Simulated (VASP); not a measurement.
Output of a VASP run:

### OSZICAR
```
       N       E                     dE             d eps       ncg     rms          rms(c)
DAV:   1     0.433849767428E+03    0.43385E+03   -0.21856E+04  1064   0.164E+03
DAV:   2     0.276311801391E+02   -0.40622E+03   -0.39771E+03  1164   0.405E+02
DAV:   3    -0.166397863988E+02   -0.44271E+02   -0.41982E+02  1364   0.146E+02
DAV:   4    -0.186209788125E+02   -0.19812E+01   -0.19588E+01  1208   0.318E+01
DAV:   5    -0.187273717032E+02   -0.10639E+00   -0.10614E+00  1580   0.731E+00    0.655E+00
DAV:   6    -0.183877240247E+02    0.33965E+00   -0.85302E-01  1204   0.571E+00    0.519E+00
DAV:   7    -0.183976019106E+02   -0.98779E-02   -0.29108E-01  1408   0.233E+00    0.166E+00
DAV:   8    -0.184021833667E+02   -0.45815E-02   -0.29574E-02  1220   0.104E+00    0.676E-01
DAV:   9    -0.184022269186E+02   -0.43552E-04   -0.31086E-03  1344   0.427E-01    0.293E-01
DAV:  10    -0.184025495297E+02   -0.32261E-03   -0.17223E-03  1348   0.188E-01    0.666E-02
DAV:  11    -0.184025885409E+02   -0.39011E-04   -0.12398E-04  1216   0.625E-02    0.472E-02
DAV:  12    -0.184025953017E+02   -0.67607E-05   -0.40678E-05  1092   0.300E-02    0.124E-02
DAV:  13    -0.184025971324E+02   -0.18308E-05   -0.61245E-06  1120   0.173E-02    0.531E-03
DAV:  14    -0.184025972913E+02   -0.15887E-06   -0.69548E-07   740   0.599E-03
   1 F= -.18402597E+02 E0= -.18402597E+02  d E =-.184026E+02
       N       E                     dE             d eps       ncg     rms          rms(c)
DAV:   1    -0.184052497684E+02   -0.26526E-02   -0.82440E-02  1324   0.323E+00    0.272E-01
DAV:   2    -0.184031926185E+02    0.20571E-02   -0.46437E-03  1320   0.816E-01    0.116E-01
DAV:   3    -0.184027016671E+02    0.49095E-03   -0.18877E-03  1328   0.474E-01    0.230E-02
DAV:   4    -0.184026999071E+02    0.17600E-05   -0.73714E-05  1312   0.582E-02    0.191E-02
DAV:   5    -0.184026949284E+02    0.49788E-05   -0.10137E-05  1336   0.269E-02    0.106E-02
DAV:   6    -0.184026932228E+02    0.17055E-05   -0.14529E-06   688   0.100E-02    0.278E-03
DAV:   7    -0.184026931059E+02    0.11688E-06   -0.41440E-07   668   0.658E-03
   2 F= -.18402693E+02 E0= -.18402693E+02  d E =-.958146E-04
```

### OUTCAR
```
------------------------ aborting loop because EDIFF is reached ----------------------------------------
  FORCE on cell =-STRESS in cart. coord.  units (eV):
  Direction    XX          YY          ZZ          XY          YZ          ZX
  --------------------------------------------------------------------------------------
  Total       -0.0129048     -0.0561505     -0.0554812      0.0000000      0.0000000      0.0053801
  in kB       -0.1136324     -0.4944291     -0.4885355      0.0000000      0.0000000      0.0473742
  external PRESSURE =      -0.3655324 kB  Pullay stress =       0.0000000 kB
  volume of cell :      181.95
      direct lattice vectors                 reciprocal lattice vectors
    10.707667776 -2.222833832  0.038869441     0.047149279 -0.224938092 -0.125003451
    10.707667776  2.222833832  0.038869441     0.047149279  0.224938092 -0.125003451
    10.232353806  0.000000000  3.859478274    -0.000949696  0.000000000  0.261620239
 POSITION                                       TOTAL-FORCE (eV/Angst)
 -----------------------------------------------------------------------------------
     12.58045      0.00000      1.56511         0.012354      0.000000      0.001537
     19.06724      0.00000      2.37211        -0.012354      0.000000     -0.001537
     21.41534      0.00000      0.07774         0.000000      0.000000      0.000000
      6.80290      0.00000      0.84633         0.017152      0.000000      0.002134
     24.84479      0.00000      3.09088        -0.017152      0.000000     -0.002134
 -----------------------------------------------------------------------------------
    total drift:                                0.000000      0.000000     -0.000000
  FREE ENERGIE OF THE ION-ELECTRON SYSTEM (eV)
  ---------------------------------------------------
  free  energy   TOTEN  =       -18.4026931059 eV

  energy  without entropy=      -18.4026931059  energy(sigma->0) =      -18.40269311

 reached required accuracy - stopping structural energy minimisation
```
(Selected blocks of OUTCAR.)

File POSCAR:
```
Bi2Te3
1
   10.6939547449    -2.2214425461     0.0379728870
   10.6939547449     2.2214425461     0.0379728870
   10.2189382779    -0.0000000000     3.8561903757
Bi Te
2 3
Direct
  0.3974975027   0.3974975027   0.3974975027
  0.6025024973   0.6025024973   0.6025024973
  0.0000000000   0.0000000000   0.0000000000
  0.2149560210   0.2149560210   0.2149560210
  0.7850439790   0.7850439790   0.7850439790
```

Q: Write an INCAR and KPOINTS that could have produced this output.

A: This is not unique; one that fits is the input of the run itself, PBE GGA, plane waves, VASP's PBE PAW potentials (set 64).

KPOINTS:
```
kpoints
0
G
 5 5 5
0 0 0
```

INCAR:
```
SYSTEM = Bi2Te3
PREC = Accurate
ENCUT = 520
EDIFF = 1E-6
NELM = 100
ALGO = Normal
LREAL = .FALSE.
LASPH = .TRUE.
ISMEAR = 0
SIGMA = 0.05
GGA = PE
LMAXMIX = 4
LWAVE = .FALSE.
LCHARG = .FALSE.
IBRION = 2
ISIF = 3
NSW = 60
EDIFFG = -0.02
```

POTCAR, in this order: Bi_d Te (PBE.64 set). Program: vasp_std.

Without a dispersion term in the relaxation, distances and binding between the weakly bound layers, chains or molecules are unreliable, and so is what depends on them.

The compound is Bi2Te3 in the tetradymite structure. This run relaxes it. Symmetry was kept, so distortions that lower it aren't found. The start is the result of an earlier pass.
